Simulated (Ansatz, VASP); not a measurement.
# One calculation of Os2Rh, two programs

```
CELL_PARAMETERS angstrom
0.00000 3.59736 3.59736
3.59736 0.00000 3.59736
3.59736 3.59736 0.00000
ATOMIC_POSITIONS crystal
Os 0.12500 0.12500 0.12500
Os 0.62500 0.12500 0.12500
Os 0.12500 0.12500 0.62500
Os 0.12500 0.62500 0.12500
Rh 0.50000 0.50000 0.50000
Rh 0.75000 0.75000 0.75000
```

Alike in both runs: functional PBE; k mesh 10 × 10 × 10; occupations gaussian, width 0.1 eV; no spin polarisation.

Ansatz relaxed the structure, and its values are those at the end. VASP's run is a single point on that final structure, the one shown.

|  | VASP | Ansatz |
| --- | --- | --- |
| version | VASP 6.6.1 | Ansatz 0.2.0 |
| potentials or method | VASP PAW PBE potentials, release 64 (Os, Rh_pv) | scalar-relativistic, plane waves, PAW |
| plane-wave cutoff (eV) | 520 | 420 |
| valence electrons in the cell | 62 | 98 |

|  | VASP | Ansatz | Ansatz less VASP |
| --- | --- | --- | --- |
| gap on the k mesh at the Fermi level (eV) | none | none | - |
| pressure (GPa) | 0.1 | 0.0 | -0.07 |

A gap of «none» marks a metal or a gap that the smearing closes. The two sets of potentials don't hold the same shells in valence.

Spin-orbit coupling is left out, which matters for the levels of Os.
